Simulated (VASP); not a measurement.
An input for Quantum ESPRESSO's pw.x (written as the equivalent of a VASP run, and not itself run):

```
&CONTROL
  calculation = 'scf'
  pseudo_dir = './pseudo'
  outdir = './out'
  tprnfor = .true.
  tstress = .true.
/
&SYSTEM
  ibrav = 0
  nat = 2
  ntyp = 2
  ecutwfc = 68
  occupations = 'tetrahedra'
  input_dft = 'pbe'
  vdw_corr = 'grimme-d3'
  dftd3_version = 3
  dftd3_threebody = .false.
/
&ELECTRONS
  conv_thr = 7.3e-09
  electron_maxstep = 100
/
ATOMIC_SPECIES
  Ca 40.078 Ca.upf
  S 32.060 S.upf
CELL_PARAMETERS angstrom
    -0.0000000    2.8373495    2.8373495
     2.8373495   -0.0000000    2.8373495
     2.8373495    2.8373495   -0.0000000
ATOMIC_POSITIONS crystal
  Ca   0.0000000  0.0000000  0.0000000
  S    0.5000000  0.5000000  0.5000000
K_POINTS automatic
  9 9 9 0 0 0
```

Write the VASP files for the same calculation (PBE-D3 (zero damping)).

Several could match; the one computed here: 
### POSCAR
```
CaS
1
   -0.0000000000     2.8373495492     2.8373495492
    2.8373495492    -0.0000000000     2.8373495492
    2.8373495492     2.8373495492    -0.0000000000
Ca S
1 1
Direct
  0.0000000000   0.0000000000   0.0000000000
  0.5000000000   0.5000000000   0.5000000000
```

**KPOINTS**
```
Regular mesh
0
Gamma
9 9 9
0 0 0
```

INCAR:
```
! general
SYSTEM=CaS
PREC  =Accurate
ENCUT =520   ! plane-wave cut-off (eV)
LREAL =.False.   ! projection in real space or not
LASPH =.True.   ! aspherical one-centre terms

! electronic loop
EDIFF =1E-7   ! SCF stop (eV)
NELM  =100
ALGO  =Normal

! smearing
ISMEAR=-5   ! tetrahedra, Bloechl

! functional
GGA   =PE   ! PBE
IVDW  =11

! ions
ISIF  =2   ! forces and stress, cell fixed

! output
LWAVE =.False.
LCHARG=.True.
LORBIT=11
NEDOS =601   ! DOS grid
```

POTCAR, in this order: Ca_sv S (PBE.64 set). Program: vasp_std.

What does not carry over: the potentials are each code's own (VASP's PAW set, PseudoDojo norm-conserving files in pw.x), so ENCUT and ecutwfc are chosen apart and not converted; conv_thr bounds pw.x's estimated SCF error, while EDIFF bounds the energy change between steps.

The compound is CaS in the rock salt structure. It was relaxed first.
